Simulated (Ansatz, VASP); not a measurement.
## Li2H4Pt in two plane-wave programs

One calculation is typed for both programs; each brings its own data sets. How far apart do they land? The cell is generated by rule, not measured, and may not be a known phase. The cell is taken from a series of runs on this material, whose earlier steps may have relaxed, scaled, displaced or heated it; both programs get it as it stands.

Program: Ansatz 0.2.0. Level of theory: plane waves, with VASP 6.6.1 beside it; relaxation of cell and atoms at PBEsol. Results are calculated unless marked as measured.

The structure was built from a prototype and need not be the compound's stable phase.

### Step 1. Set-up

It takes space group I4/mmm (No. 139, tetragonal). The conventional cell has a = 4.737 Å, b = 4.737 Å, c = 5.710 Å, α = 90.00°, β = 90.00°, γ = 90.00°. Nearest to Li lie 8 H at 2.20 Å. Nearest to H lie 1 Pt at 1.65 Å. Nearest to Pt lie 4 H at 1.65 Å. Farther neighbours are not listed.

Structure file:

```cif
data_structure
_symmetry_space_group_name_H-M 'P 1'
_symmetry_Int_Tables_number 1
_cell_length_a 4.4012
_cell_length_b 4.4012
_cell_length_c 4.4012
_cell_angle_alpha 114.884
_cell_angle_beta 114.884
_cell_angle_gamma 99.116
_cell_volume 64.06
loop_
_atom_site_label
_atom_site_type_symbol
_atom_site_fract_x
_atom_site_fract_y
_atom_site_fract_z
_atom_site_occupancy
Li1 Li 0.75000 0.25000 0.50000 1
Li2 Li 0.25000 0.75000 0.50000 1
H3 H 0.24585 0.24585 0.49170 1
H4 H 0.24585 0.75415 0.00000 1
H5 H 0.75415 0.75415 0.50830 1
H6 H 0.75415 0.24585 0.00000 1
Pt7 Pt 0.00000 0.00000 0.00000 1
```

### Step 2. VASP: relaxation of cell and atoms, PBEsol

The relaxed volume is the usual yardstick between codes: in a stiff, nearly cubic crystal its relative difference is about their pressure difference at one cell divided by the bulk modulus.

Lines of VASP's logs that name or quote its potential files are left out, and so is its time.

Input file INCAR:

```
SYSTEM = Li2H4Pt
PREC = Accurate
ENCUT = 750
EDIFF = 1E-07
NELM = 120
ISMEAR = 0
SIGMA = 0.01
LREAL = .FALSE.
ALGO = Normal
GGA = PS
NBANDS = 17
LASPH = .TRUE.
LORBIT = 11
LWAVE = .FALSE.
LCHARG = .FALSE.
ISIF = 3
IBRION = 2
NSW = 80
EDIFFG = -0.005
GGA_COMPAT = .FALSE.
NELMIN = 4
EFERMI = MIDGAP
KPAR = 2
```

Input file POSCAR:

```
Li2H4Pt
1.0
   -2.3685020000      2.3685020000      2.8549410000
    2.3685020000     -2.3685020000      2.8549410000
    2.3685020000      2.3685020000     -2.8549410000
Li H Pt
2 4 1
Direct
    0.7499999124      0.2499999124      0.5000000000
    0.2499999124      0.7499999124      0.5000000000
    0.2458503307      0.2458503307      0.4917006614
    0.2458503307      0.7541496693      0.0000000000
    0.7541496693      0.7541496693      0.5082993386
    0.7541496693      0.2458503307      0.0000000000
    0.0000000000      0.0000000000      0.0000000000
```

Input file KPOINTS:

```
Automatic mesh
0
Gamma
8 8 8
0 0 0
```

The projector-augmented-wave data sets are Li_sv, H and Pt (PBE family, release 64).

The run is started by

```
> mpirun -np 2 vasp_std
```

Numbers of over 12 decimals in the logs are rounded to 6 here.

The log of the run:

```text
[banner, memory and clock lines left out]
running    2 mpi-ranks, on    1 nodes
 distrk:  each k-point on    1 cores,    2 groups
 distr:  one band on    1 cores,    1 groups

 POSCAR found type information on POSCAR LiH Pt
 POSCAR found :  3 types and       7 ions
|                                                                             |
|               ----> ADVICE to this user running VASP <----                  |
|                                                                             |
|     You enforced a specific xc type in the INCAR file but a different       |
|     [... a line on the potential file left out ...]
|     I HOPE YOU KNOW WHAT YOU ARE DOING!                                     |
|                                                                             |

 LDA part: xc-table for (Slater+PW92), standard interpolation
 POSCAR, INCAR and KPOINTS ok, starting setup
 FFT: planning ... GRIDC
 FFT: planning ... GRID_SOFT
 FFT: planning ... GRID
 WAVECAR not read
 entering main loop
       N       E                     dE             d eps       ncg     rms          rms(c)
DAV:   1     0.103266753242E+03    0.10327E+03   -0.10996E+04  2006   0.149E+03
DAV:   2    -0.190275097258E+02   -0.12229E+03   -0.11540E+03  2224   0.293E+02
DAV:   3    -0.283247560678E+02   -0.92972E+01   -0.92178E+01  3830   0.554E+01
DAV:   4    -0.285469375880E+02   -0.22218E+00   -0.22187E+00  2508   0.105E+01
DAV:   5    -0.285567477128E+02   -0.98101E-02   -0.98083E-02  3230   0.168E+00    0.134E+01
DAV:   6    -0.273354179546E+02    0.12213E+01   -0.39282E+00  2089   0.139E+01    0.324E+00
DAV:   7    -0.271316288022E+02    0.20379E+00   -0.39860E-01  2250   0.449E+00    0.202E+00
DAV:   8    -0.270616314239E+02    0.69997E-01   -0.93512E-02  2708   0.185E+00    0.349E-01
DAV:   9    -0.270625836286E+02   -0.95220E-03   -0.14758E-02  2870   0.778E-01    0.222E-01
DAV:  10    -0.270626506366E+02   -0.67008E-04   -0.81369E-04  2418   0.219E-01    0.396E-02
DAV:  11    -0.270626929864E+02   -0.42350E-04   -0.69889E-05  2638   0.590E-02    0.150E-02
DAV:  12    -0.270626946051E+02   -0.16186E-05   -0.89754E-06  2433   0.208E-02    0.467E-03
DAV:  13    -0.270626946344E+02   -0.29356E-07   -0.88054E-07  2653   0.613E-03
   1 F= -.27062695E+02 E0= -.27062695E+02  d E =-.270627E+02
 curvature:   0.00 expect dE= 0.000E+00 dE for cont linesearch  0.000E+00
 trial: gam= 0.00000 g(F)=  0.208E-04 g(S)=  0.135E-06 ort = 0.000E+00 (trialstep = 0.100E+01)
 search vector abs. value=  0.209E-04
 bond charge predicted
       N       E                     dE             d eps       ncg     rms          rms(c)
DAV:   1    -0.270627091805E+02   -0.14575E-04   -0.31512E-04  2111   0.116E-01    0.939E-03
DAV:   2    -0.270627078086E+02    0.13720E-05   -0.64642E-06  2666   0.198E-02    0.688E-03
DAV:   3    -0.270627076626E+02    0.14594E-06   -0.20605E-07  2294   0.382E-03    0.381E-03
DAV:   4    -0.270627075435E+02    0.11913E-06   -0.13276E-07  1500   0.226E-03    0.280E-04
DAV:   5    -0.270627075408E+02    0.27105E-08   -0.99823E-09  1118   0.807E-04
   2 F= -.27062708E+02 E0= -.27062708E+02  d E =-.129063E-04
 trial-energy change:   -0.000013  1 .order   -0.000013   -0.000021   -0.000005
 step:   1.3420(harm=  1.3420)  dis= 0.00047  next Energy=   -27.062709 (dE=-0.140E-04)
 reached required accuracy - stopping structural energy minimisation
```

Parts of OUTCAR (step 2):

```text
ion  position               nearest neighbor table
   1  0.750  0.250  0.500-   7 2.77   7 2.77   7 2.77   7 2.77
   2  0.250  0.750  0.500-   7 2.77   7 2.77   7 2.77   7 2.77
   3  0.246  0.246  0.492-   7 1.65
   4  0.246  0.754  0.000-   7 1.65
   5  0.754  0.754  0.508-   7 1.65
   6  0.754  0.246  0.000-   7 1.65
   7  0.000  0.000  0.000-   3 1.65   4 1.65   5 1.65   6 1.65   1 2.77   2 2.77   1 2.77   2 2.77
                             1 2.77   2 2.77   1 2.77   2 2.77

  LATTYP: Found a body centered tetragonal cell.
 ALAT       =     4.7370040000
 C/A-ratio  =     1.2053783362

 Subroutine GETGRP returns: Found 16 space group operations
 (whereof 16 operations were pure point group operations)

The static configuration has the point symmetry D_4h.

 Found     59 irreducible k-points:

   k-points           NKPTS =     59   k-points in BZ     NKDIM =     59   number of bands    NBANDS=     17

   dimension x,y,z NGX =    40 NGY =   40 NGZ =   40
   dimension x,y,z NGXF=    80 NGYF=   80 NGZF=   80

   ENCUT  =  750.0 eV  55.12 Ry    7.42 a.u.   9.83  9.83  9.83*2*pi/ulx,y,z

   NELECT =      20.0000    total number of electrons

 k-points in reciprocal lattice and weights: Automatic mesh
   0.00000000  0.00000000  0.00000000       0.002
   0.12500000  0.00000000  0.00000000       0.016
   0.25000000  0.00000000  0.00000000       0.016
   0.37500000 -0.00000000  0.00000000       0.016
   0.50000000  0.00000000  0.00000000       0.008
   0.12500000  0.12500000  0.00000000       0.016
   0.25000000  0.12500000  0.00000000       0.031
   0.37500000  0.12500000  0.00000000       0.031
   0.50000000  0.12500000 -0.00000000       0.031
[...]
-0.37500000 -0.37500000  0.37500000       0.004
   0.50000000  0.50000000  0.50000000       0.002

 average (electrostatic) potential at core
       1 -61.6575       2 -61.6575       3 -33.3028       4 -33.3028       5 -33.3028
       6 -33.3028       7 -71.0610

 E-fermi :   1.9216

 k-point     1 :       0.0000    0.0000    0.0000
  band No.  band energies     occupation
    ...
      6      -0.5080      2.00000
      7      -0.5080      2.00000
      8       0.0530      2.00000
      9       0.8326      2.00000
     10       0.8326      2.00000
     11       8.1415      0.00000
     12       8.7058      0.00000
     13       8.7282      0.00000
     14       8.7282      0.00000
     15       9.0866      0.00000
    ...

 k-point     2 :       0.1250    0.0000    0.0000
  band No.  band energies     occupation
    ...
      6      -0.5482      2.00000
      7      -0.5148      2.00000
      8      -0.1579      2.00000
      9       0.8381      2.00000
     10       0.8835      2.00000
     11       7.5990      0.00000
     12       7.6754      0.00000
     13       8.1641      0.00000
     14       8.7944      0.00000
     15       9.5152      0.00000
    ...

 k-point     3 :       0.2500    0.0000    0.0000
  band No.  band energies     occupation
    ...
      6      -0.6863      2.00000
      7      -0.4572      2.00000
      8      -0.3104      2.00000
      9       0.7439      2.00000
     10       0.9037      2.00000
     11       6.7011      0.00000
     12       6.8559      0.00000
     13       8.2354      0.00000
     14       8.8204      0.00000
     15       9.8675      0.00000
    ...

  Total       -0.0312820     -0.0312820     -0.0096985      0.0000000     -0.0000000     -0.0000000
  in kB       -0.7823778     -0.7823778     -0.2425636      0.0000000     -0.0000000     -0.0000000
  external PRESSURE =      -0.6024397 kB  Pullay stress =       0.0000000 kB

  energy-cutoff  :      750.00
  volume of cell :       64.06
      direct lattice vectors                 reciprocal lattice vectors
    -2.368492853  2.368492853  2.854855233     0.000000000  0.211104711  0.175140229
     2.368492853 -2.368492853  2.854855233     0.211104711  0.000000000  0.175140229
     2.368492853  2.368492853 -2.854855233     0.211104711  0.211104711  0.000000000

 POSITION                                       TOTAL-FORCE (eV/Angst)
 -----------------------------------------------------------------------------------
     -0.00000      2.36849      1.42743        -0.000000     -0.000000     -0.000000
      2.36849     -0.00000      1.42743        -0.000000     -0.000000     -0.000000
      1.16494      1.16494      0.00000         0.001693      0.001693     -0.000000
      1.20355     -1.20355      2.85486        -0.001693      0.001693     -0.000000
      1.20355      1.20355      2.85486        -0.001693     -0.001693      0.000000
     -1.20355      1.20355      2.85486         0.001693     -0.001693      0.000000
      2.36849      2.36849      2.85486        -0.000000     -0.000000     -0.000000
 -----------------------------------------------------------------------------------
    total drift:                               -0.000000     -0.000000      0.000395

  FREE ENERGIE OF THE ION-ELECTRON SYSTEM (eV)
  ---------------------------------------------------
  free  energy   TOTEN  =       -27.0627075408 eV

  energy  without entropy=      -27.0627075408  energy(sigma->0) =      -27.06270754

 reached required accuracy - stopping structural energy minimisation

 total charge
# of ion       s       p       d       tot
------------------------------------------
    1        2.016   0.051   0.000   2.067
    2        2.016   0.051   0.000   2.067
    3        0.533   0.020   0.000   0.553
    4        0.533   0.020   0.000   0.553
    5        0.533   0.020   0.000   0.553
    6        0.533   0.020   0.000   0.553
    7        0.790   0.775   8.209   9.774
--------------------------------------------------
tot          6.955   0.956   8.209  16.120

[... 3 further parts left out ...]
```

The run keeps the 16 symmetry operations of its start, so it cannot find a distortion of lower symmetry.

[end of part 1 of 2]

[Lines on the potential files, build, host, timing and source positions are cut from VASP's logs without a mark.]

[Logs are printed without paths, hosts, clocks, repeated set-up lines and the standing remarks that a program may print on its own settings, such as how far it seeks lower states.]

[Hosts, paths, dates, database ids (printed as entryN), source tags and the programs' standing remarks are cut or masked in the printed files.]
